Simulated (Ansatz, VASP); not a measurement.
YHg: VASP beside Ansatz

The input INCAR:

```
ALGO = Fast ; EDIFF = 1E-6
ENCUT = 520 ; GGA = CA
ISIF = 2 ; ISMEAR = -1
ISPIN = 2 ; LASPH = True
LCHARG = False ; LMAXMIX = 4
LORBIT = 11 ; LREAL = False
LWAVE = False ; MAGMOM = 0.6 0
NBANDS = 22 ; NELM = 150
PREC = Accurate ; SIGMA = 0.08
```

File KPOINTS:

```
k-points
0
Gamma
  9 9 9
```

File POSCAR:

```
YHg
1.0
    3.6800000000      0.0000000000      0.0000000000
    0.0000000000      3.6800000000      0.0000000000
    0.0000000000      0.0000000000      3.6800000000
Y Hg
1 1
Direct
    0.5000000000      0.5000000000      0.5000000000
    0.0000000000      0.0000000000      0.0000000000
```

Input for Ansatz:

```yaml
crystal:
  lattice:
    - [3.68, 0.0, 0.0]
    - [0.0, 3.68, 0.0]
    - [0.0, 0.0, 3.68]
  atoms:
    - { symbol: "Y", position: [0.5, 0.5, 0.5], spin: 0.6 }
    - { symbol: Hg, position: [0.0, 0.0, 0.0] }
magnetization:
  spin_polarized: true
kpoints:
  mp_grid: { grid: [9, 9, 9] }
scf:
  occupations: { method: fermi_dirac, width: 0.08 }
  lower_state_search: "off"
hamiltonian:
  xc: lda
  pseudopotentials: { kind: paw }
output:
  forces: true
  stress: true
  eigenvalues: true
  populations: true
  dos: { projected: true, de: 0.1, e_range: [-8, 5] }
  write_density: true
  write_potential: true
  elf: true
  volumetric_format: npy
```

Alike in both runs: task single point; functional LDA; k mesh 9 × 9 × 9; occupations fermi-dirac, width 0.08 eV; collinear spin.

|  | VASP | Ansatz |
| --- | --- | --- |
| version | VASP 6.6.1 | Ansatz 0.2.0 |
| potentials or method | VASP PAW LDA potentials, release 64 (Y_sv, Hg) | PAW with Ansatz's default frozen-core files, scalar-relativistic |
| plane-wave cutoff (eV) | 520 | 420 |
| valence electrons in the cell | 23 | 31 |

```tsv
	VASP	Ansatz	Ansatz less VASP
pressure (GPa)	-3.1	-3.4	-0.22
net moment per atom (μB)	0.00	0.00	0.000
```

The two sets of potentials don't hold the same shells in valence. Ansatz warned: «seeded_moment_not_kept».

The runs have no spin-orbit coupling, so splittings on Hg are missing.
